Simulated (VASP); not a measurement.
These are LDA (Ceperley-Alder, Perdew-Zunger), VASP's LDA PAW potentials (set 64) (plane waves; VASP 6.6.1) values and carry that method's errors.

Input for VASP

### POSCAR
```
MgI2
1
    2.0332661133    -3.5217198134     0.0000000000
    2.0332661133     3.5217198134    -0.0000000000
    0.0000000000     0.0000000000     6.8021638207
Mg I
1 2
Direct
  0.0000000000   0.0000000000   0.0000000000
  0.3333330000   0.6666670000   0.2439080959
  0.6666670000   0.3333330000   0.7560919041
```

KPOINTS:
```
Automatic mesh
0
Gamma
6 6 3
0 0 0
```

**INCAR**
```
# general
SYSTEM =MgI2
PREC   =Accurate
ENCUT  =400
LREAL  =.FALSE.
LASPH  =.TRUE.

# electronic loop
EDIFF  =1E-6
NELM   =100
ALGO   =Normal
LMAXMIX=4

# smearing
ISMEAR =0
SIGMA  =0.05

# ions
IBRION =2
NSW    =60
ISIF   =3
EDIFFG =-0.02

# output
LWAVE  =.FALSE.
LCHARG =.FALSE.
```

POTCAR, in this order: Mg I (LDA.64 set). Program: vasp_std.

**Question.** What will the output report for the number of irreducible k-points (NKPTS), number of bands (NBANDS), largest plane-wave count, number of space-group operations, FFT grid (NGX, NGY, NGZ)?

**Answer.** 
The number of irreducible k-points (NKPTS) comes out as 17 and the number of bands (NBANDS) is 12. The largest plane-wave count is 1798. The number of space-group operations comes out as 12. The FFT grid (NGX, NGY, NGZ) comes out as 28 × 28 × 48.

The compound is MgI2 in the 1T layered structure. This run relaxes it. Symmetry was kept, so distortions that lower it aren't found. The start is the result of an earlier pass.
